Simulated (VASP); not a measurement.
Here is the system:

```yaml
crystal:
  lattice:
    - [0.00000, 3.51958, 3.51958]
    - [3.51958, 0.00000, 3.51958]
    - [3.51958, 3.51958, 0.00000]
  atoms:
    - { symbol: Sr, position: [0.00000, 0.00000, 0.00000] }
    - { symbol: Cl, position: [0.25000, 0.25000, 0.25000] }
    - { symbol: Cl, position: [0.75000, 0.75000, 0.75000] }
```

All values below come from PBE GGA, VASP's PBE PAW potentials (set 64) (plane waves; VASP). Settings: 400 eV cut-off, 5×5×5 Γ-centred mesh, Gaussian smearing of 0.050 eV, potentials Sr_sv Cl.

Question: Estimate the energy per atom (σ→0).

Answer: 
```yaml
energy per atom (σ→0): -4.263 eV/atom
```

Total energies compare only between runs with the same potentials, cut-off and functional.

The compound is SrCl2 in the fluorite structure. It was relaxed first. The start is the result of an earlier pass.
